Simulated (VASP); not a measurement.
The system is Zr2C.

```xyz
3
Lattice="1.6534 0.9546 6.1351 -1.6534 0.9546 6.1351 0.0000 -1.9092 6.1351" Properties=species:S:1:pos:R:3 pbc="T T T"
Zr    0.0000    0.0000    4.9044
Zr    0.0000    0.0000   13.5007
C     0.0000    0.0000    0.0000
```

The cell was built by a generator and needn't be a form met in nature.

The cell isn't the ideal one: species swapped into the Ba2N type (R-3m, No. 166).

```yaml
Program: VASP 6.6.1
Task: relaxation of cell and atoms
Functional: PBE
Potentials_or_basis: VASP PAW PBE potentials, release 64 (Zr_sv, C)
Cutoff: 600 eV
k_mesh: 6 × 6 × 6
Occupations: gaussian, width 0.1 eV
Spin: no spin polarisation
```

At the start: pressure -0.8 GPa; volume 19.37 Å³/atom.

How do energy, volume and symmetry change on relaxing?

Over 7 steps the energy falls by 166.4 meV/atom and the volume is 17.28 Å³/atom (-10.8 %); space group R-3m (No. 166, to 0.05 Å).

Step by step:
```tsv
step	energy change (eV)	largest force (eV/Å)	pressure (GPa)	volume (Å³)
1	0.0000	1.2083	-0.80	58.10
2	-0.2381	0.7952	-4.14	57.23
3	-0.3979	0.1314	-7.14	55.68
4	-0.4694	0.3146	1.05	51.69
5	-0.4722	0.2948	-0.37	52.28
6	-0.4927	0.1165	-0.26	52.07
7	-0.4993	0.0306	-0.10	51.85
```

Final structure:
```
Zr C
1.0
     1.66632    0.96205    5.39074
    -1.66632    0.96205    5.39074
     0.00000   -1.92410    5.39074
Zr C
2 1
Direct
  0.25529 0.25529 0.25529
  0.74471 0.74471 0.74471
  0.00000 0.00000 0.00000
```

Caveat: the k mesh is coarse (spacing up to 0.37 Å⁻¹), so the values aren't converged.
